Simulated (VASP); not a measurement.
An input for Quantum ESPRESSO's pw.x (written as the equivalent of a VASP run, and not itself run):

```
&CONTROL
  calculation = 'scf'
  pseudo_dir = './pseudo'
  outdir = './out'
  tprnfor = .true.
  tstress = .true.
/
&SYSTEM
  ibrav = 0
  nat = 4
  ntyp = 2
  ecutwfc = 84
  occupations = 'smearing'
  smearing = 'fermi-dirac'
  degauss = 0.003675
  input_dft = 'pbesol'
/
&ELECTRONS
  conv_thr = 7.3e-08
  electron_maxstep = 100
/
ATOMIC_SPECIES
  B 10.810 B.upf
  N 14.007 N.upf
CELL_PARAMETERS angstrom
     1.2750000   -2.2083650    0.0000000
     1.2750000    2.2083650    0.0000000
     0.0000000    0.0000000    4.2200000
ATOMIC_POSITIONS crystal
  B    0.6889240  0.3693020  0.4822800
  B    0.2557750  0.6351330  0.0004210
  N    0.6797780  0.3136210  0.8719830
  N    0.3755230  0.6819440  0.3953160
K_POINTS automatic
  8 8 4 0 0 0
```

Write the VASP files for the same calculation (PBEsol).

Several could match; the one computed here: 
POSCAR:
```
BN
1
    1.2750000000    -2.2083650000     0.0000000000
    1.2750000000     2.2083650000     0.0000000000
    0.0000000000     0.0000000000     4.2200000000
B N
2 2
Direct
  0.6889240000   0.3693020000   0.4822800000
  0.2557750000   0.6351330000   0.0004210000
  0.6797780000   0.3136210000   0.8719830000
  0.3755230000   0.6819440000   0.3953160000
```

**INCAR**
```
SYSTEM = BN
PREC = Accurate; ENCUT = 400; LREAL = F
LASPH = T
EDIFF = 1E-6; NELM = 100; ALGO = Normal
ISMEAR = -1; SIGMA = 0.05
GGA = PS
ISIF = 2
LWAVE = F; LCHARG = F
```

KPOINTS:
```
Automatic mesh
0
gamma
  8 8 4
0 0 0
```

POTCAR, in this order: B N (PBE.64 set). Program: vasp_std.

What does not carry over: the potentials are each code's own (VASP's PAW set, PseudoDojo norm-conserving files in pw.x), so ENCUT and ecutwfc are chosen apart and not converted; conv_thr bounds pw.x's estimated SCF error, while EDIFF bounds the energy change between steps.

The structure is a typed BN crystal. The cell was not relaxed at this level.
